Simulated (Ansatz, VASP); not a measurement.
# HfGe2N4: VASP beside Ansatz, part 2 of 2

Wanted: the spread between two codes on one cell, functional and k mesh. The cell is taken from a series of runs on this material, whose earlier steps may have relaxed, scaled, displaced or heated it; both programs get it as it stands.

VASP 6.6.1 and Ansatz 0.2.0.

So far: Set-up; Ansatz: single point, PBE; VASP: single point, PBE; Side by side; Other set-ups.

## Step 6: VASP: single point, PBE, spin-orbit coupling

Level of this step: PBE, spin-orbit coupling; plane waves and PAW (Hf_pv, N, Ge_d) (VASP).

A single point gives forces, pressure and levels at one fixed geometry, so differences don't come from the geometry; what else differs is listed under the comparison.

INCAR

```
SYSTEM = HfGe2N4
PREC = Accurate
ENCUT = 520
EDIFF = 1E-06
NELM = 200
ISMEAR = -1
SIGMA = 0.02
LREAL = .FALSE.
ALGO = Normal
GGA = PE
LNONCOLLINEAR = .TRUE.
MAGMOM = 0 0 0 0 0 0 0 0 0 0 0 0 0 0 0 0 0 0 0 0 0
NBANDS = 72
GGA_COMPAT = .FALSE.
LASPH = .TRUE.
LSORBIT = .TRUE.
LMAXMIX = 4
LORBIT = 11
LWAVE = .FALSE.
LCHARG = .FALSE.
ISIF = 2
LDIPOL = .TRUE.
IDIPOL = 3
DIPOL = 0.5 0.5 0.5
LVHAR = .TRUE.
EFERMI = MIDGAP
NELMDL = -8
KPAR = 2
```

POSCAR

```
HfGe2N4
1.0
    3.1650972786      0.0000000000      0.0000000000
   -1.5825486393      2.7410546487      0.0000000000
    0.0000000000      0.0000000000     37.7000000000
Hf N Ge
1 4 2
Direct
    0.0000000000      0.0000000000      0.5000000000
    0.3333333333      0.6666666667      0.5310903171
    0.6666666667      0.3333333333      0.4689096829
    0.6666666667      0.3333333333      0.5962170303
    0.3333333333      0.6666666667      0.4037829697
    0.3333333333      0.6666666667      0.5809132039
    0.6666666667      0.3333333333      0.4190867961
```

KPOINTS

```
Automatic mesh
0
Gamma
9 9 1
0 0 0
```

PAW data sets: Hf_pv, N and Ge_d (PBE family, release 64).

Command:

```sh
$ mpirun -np 2 vasp_ncl
```

Numbers of over 12 decimals in the logs are rounded to 6 here.

What it wrote:

```text
[... set-up lines as in an earlier step ...]
 entering main loop
       N       E                     dE             d eps       ncg     rms          rms(c)
DAV:   1     0.695156502451E+03    0.69516E+03   -0.27170E+04  2344   0.205E+03
DAV:   2     0.657922111258E+02   -0.62936E+03   -0.60805E+03  2200   0.590E+02
DAV:   3    -0.574073067334E+02   -0.12320E+03   -0.12091E+03  2376   0.206E+02
DAV:   4    -0.660238430156E+02   -0.86165E+01   -0.85513E+01  2256   0.699E+01
[...]
DAV:  27    -0.566209657371E+02   -0.26933E-05   -0.36039E-08  1144   0.904E-04    0.129E-04
DAV:  28    -0.566209670836E+02   -0.13465E-05   -0.25759E-08  1120   0.696E-04    0.788E-05
DAV:  29    -0.566209677046E+02   -0.62102E-06   -0.17171E-08  1128   0.495E-04
   1 F= -.56620968E+02 E0= -.56620968E+02  d E =-.511456E-14  mag=    -0.0000     0.0000     0.0000
```

From OUTCAR (step 6):

```text
  Total       -0.5148392     -0.5148392     -0.4860393      0.0000000      0.0000000      0.0000000
  in kB       -2.5219477     -2.5219477     -2.3808709      0.0000000      0.0000000      0.0000000
  external PRESSURE =      -2.4749221 kB  Pullay stress =       0.0000000 kB

 POSITION                                       TOTAL-FORCE (eV/Angst)
 -----------------------------------------------------------------------------------
      0.00000      0.00000     18.85000        -0.000000      0.000000      0.000000
     -0.00000      1.82737     20.02210         0.000000     -0.000000     -0.093705
      1.58255      0.91368     17.67790        -0.000000      0.000000      0.093705
      1.58255      0.91368     22.47738         0.000000     -0.000000     -0.015379
     -0.00000      1.82737     15.22262         0.000000      0.000000      0.015379
     -0.00000      1.82737     21.90043        -0.000000     -0.000000     -0.010494
      1.58255      0.91368     15.79957        -0.000000      0.000000      0.010494
 -----------------------------------------------------------------------------------
    total drift:                                0.000000      0.000000      0.000000

  FREE ENERGIE OF THE ION-ELECTRON SYSTEM (eV)
  ---------------------------------------------------
  free  energy   TOTEN  =       -56.6209677046 eV

  energy  without entropy=      -56.6209677046  energy(sigma->0) =      -56.62096770

 magnetization (x)
# of ion       s       p       d       tot
------------------------------------------
    1        0.000   0.000   0.000   0.000
    2        0.000  -0.000   0.000  -0.000
    3        0.000  -0.000   0.000  -0.000
    4       -0.000   0.000   0.000  -0.000
    5       -0.000   0.000   0.000  -0.000
    6        0.000   0.000   0.000   0.000
    7        0.000   0.000   0.000   0.000
--------------------------------------------------
tot          0.000  -0.000   0.000  -0.000

 magnetization (y)
# of ion       s       p       d       tot
------------------------------------------
    1        0.000   0.000   0.000   0.000
    2        0.000   0.000   0.000   0.000
    3        0.000   0.000   0.000   0.000
    4        0.000   0.000   0.000   0.000
    5        0.000   0.000   0.000   0.000
    6       -0.000   0.000   0.000   0.000
    7       -0.000  -0.000   0.000  -0.000
--------------------------------------------------
tot          0.000   0.000   0.000   0.000

 magnetization (z)
# of ion       s       p       d       tot
------------------------------------------
    1        0.000   0.000   0.000   0.000
    2        0.000   0.000   0.000   0.000
    3        0.000   0.000   0.000   0.000
    4        0.000   0.000   0.000   0.000
    5        0.000   0.000   0.000   0.000
    6        0.000   0.000   0.000   0.000
    7        0.000   0.000   0.000   0.000
--------------------------------------------------
tot          0.000   0.000   0.000   0.000

[... 1 part as in an earlier step ...]

[... 2 further parts left out ...]
[key lines of the parts left out:]
E-fermi :  -2.7424
```

## Step 7: Ansatz: single point, PBE, spin-orbit coupling

The same cell, functional, mesh and smearing now go to Ansatz, which takes its cutoff from its data sets.

The cell is taken from a series of runs on this material, whose earlier steps may have relaxed, scaled, displaced or heated it; both programs get it as it stands.

input.yaml

```yaml
crystal:
  lattice:
    - [3.1650972786, 0.0, 0.0]
    - [-1.5825486393, 2.7410546487, 0.0]
    - [0.0, 0.0, 37.7]
  atoms:
    - { symbol: Hf, position: [0.0, 0.0, 0.5] }
    - { symbol: "N", position: [0.3333333333, 0.6666666667, 0.5310903171] }
    - { symbol: "N", position: [0.6666666667, 0.3333333333, 0.4689096829] }
    - { symbol: Ge, position: [0.3333333333, 0.6666666667, 0.5809132039] }
    - { symbol: Ge, position: [0.6666666667, 0.3333333333, 0.4190867961] }
    - { symbol: "N", position: [0.6666666667, 0.3333333333, 0.5962170303] }
    - { symbol: "N", position: [0.3333333333, 0.6666666667, 0.4037829697] }
  periodic: [true, true, false]
kpoints:
  mp_grid: { grid: [9, 9, 1] }
  band_path:
    path:
      - [0, 0, 0]
      - [0.5, 0, 0]
      - [0.3333333333333, 0.3333333333333, 0]
      - [0, 0, 0]
    npoints: 10
hamiltonian:
  xc: pbe
  pseudopotentials: { kind: paw_fr, azcp: { folder: soft_1 } }
scf:
  occupations: { method: fermi_dirac, width: 0.02 }
  n_extra_bands: 12
magnetization:
  noncollinear: true
  spin_orbit: true
output:
  eigenvalues: true
  forces: true
  stress: true
```

Command:

```sh
$ ansatz run input.yaml --threads 4 --pin off --max-ram 17510MiB --backend cpu --events-out ev --progress --plain --runs-dir out
```

What it wrote:

```text
[...]
non-collinear run that drives no moment, with spin-orbit: no starting moment large enough to seed its density (crystal.atoms[].spin), no starting occupations that ask for one, no magnetisation constraint and no magnetic field, so the semilocal B_xc is pinned to zero
Crystal: 7 atoms, lattice volume = 327.074 Å³
[...]
k-point 1: bands = [... 70 lower, -7.0104, -7.0104, -6.5571, -6.5571, -4.3274, -4.3274, -3.9343, -3.9343, ... 8 higher]
  k-point 2: bands = [... 70 lower, -7.2487, -7.2487, -6.9297, -6.9297, -4.0134, -4.0134, -3.0978, -3.0978, ... 8 higher]
  k-point 11: bands = [... 70 lower, -7.4756, -7.4756, -7.4645, -7.4645, -2.2659, -2.2659, -1.9814, -1.9814, ... 8 higher]
[key lines of the parts left out:]
SCF converged after 11 iterations
Magnetization: |M| = 0.0000 μB,  M = (+0.0000, +0.0000, +0.0000) μB
Free energy (F): -25870.371941 eV
Fermi energy:    -5.728525 eV
P = ½ c Tr σ = -0.1503 N/m
```

## Step 8: Side by side

What differs besides the data sets and the points named for the pairs above, as far as they apply: spin-orbit coupling enters by fully relativistic files in Ansatz and inside the spheres in VASP; the data sets hold 74 valence electrons in Ansatz (on its PAW fully relativistic soft_1 files) and 58 in VASP. Total energies have different zeros and are not compared.

Both answers:

| quantity | Ansatz | VASP | difference |
| --- | --- | --- | --- |
| gap on the k mesh (eV) | 1.130 | 1.176 | -0.047 |

Forces (eV/Å; atoms numbered as in POSCAR):

| atom | Ansatz x, y, z | VASP x, y, z |
| --- | --- | --- |
| Hf1 | 0.000, 0.000, 0.000 | 0.000, 0.000, 0.000 |
| N2 | 0.000, 0.000, -0.016 | 0.000, 0.000, -0.094 |
| N3 | 0.000, 0.000, 0.016 | 0.000, 0.000, 0.094 |
| N4 | 0.000, 0.000, -0.001 | 0.000, 0.000, -0.015 |
| N5 | 0.000, 0.000, 0.001 | 0.000, 0.000, 0.015 |
| Ge6 | 0.000, 0.000, -0.001 | 0.000, 0.000, -0.010 |
| Ge7 | 0.000, 0.000, 0.001 | 0.000, 0.000, 0.010 |

The forces differ by 25 meV/Å r.m.s., where the r.m.s. force is 0.005 eV/Å in Ansatz and 0.029 eV/Å in VASP: the atoms lie near their places of rest in Ansatz, so a percentage would say little (all taken over all components). A gap on the mesh is an upper bound, since the band edges may lie between its points. With vacuum in the cell, a pressure given here is an average over mostly empty space and none of the material.

## Step 9: What came out

| Item | Value |
| --- | --- |
| r.m.s. force difference (single point, PBE) | 33 meV/Å |
| difference in gap on the k mesh (single point, PBE) | -0.052 eV |
| r.m.s. force difference (single point, PBE, spin-orbit coupling) | 25 meV/Å |
| difference in gap on the k mesh (single point, PBE, spin-orbit coupling) | -0.047 eV |

What this shows: The r.m.s. force difference is 33 meV/Å (single point, PBE), beyond the 12 meV/Å picked in this series as the mark of a large difference. The data sets hold unlike numbers of valence electrons (74 in Ansatz and 58 in VASP), so part of the differences comes from the potentials. For single point, PBE, no further run moves any of the tabulated differences by more than a quarter of its size. What causes the difference of the single point, PBE, spin-orbit coupling pair stays open here. How closely two codes agree says nothing of how well the functional describes the real material.

[Lines on the potential files, build, host, timing and source positions are cut from VASP's logs without a mark.]

[Logs are printed without paths, hosts, clocks, repeated set-up lines and the standing remarks that a program may print on its own settings, such as how far it seeks lower states.]

[Hosts, paths, dates, database ids (printed as entryN), source tags and the programs' standing remarks are cut or masked in the printed files.]
